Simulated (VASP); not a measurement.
Given:

```yaml
crystal:
  lattice:
    - [2.79626, 0.00000, 0.00000]
    - [0.00000, 2.79626, 0.00000]
    - [0.00000, 0.00000, 2.79626]
  atoms:
    - { symbol: Al, position: [0.50000, 0.50000, 0.50000] }
    - { symbol: Fe, position: [0.00000, 0.00000, 0.00000] }
```

The numbers are results of optB86b-vdW, VASP's PBE PAW potentials (set 64) (plane waves; VASP), not measurements. Run with 520 eV cut-off, 13×13×13 Γ-centred mesh, first-order Methfessel-Paxton smearing of 0.10 eV, potentials Al Fe.

**Question.** Give the stress tensor in GPa (positive for a compressed cell).

**Answer.** 
```
13.24   0.00   0.00
 0.00  13.24   0.00
 0.00   0.00  13.24
```
The pressure is its mean diagonal, 13.24 GPa.

The compound is FeAl in the CsCl type structure. This cell is one point of a volume scan, at 0.94 of the reference volume. The run is not spin-polarised, so no magnetic state was tried. The electron count is odd and the run is not spin-polarised, which forces a metal.
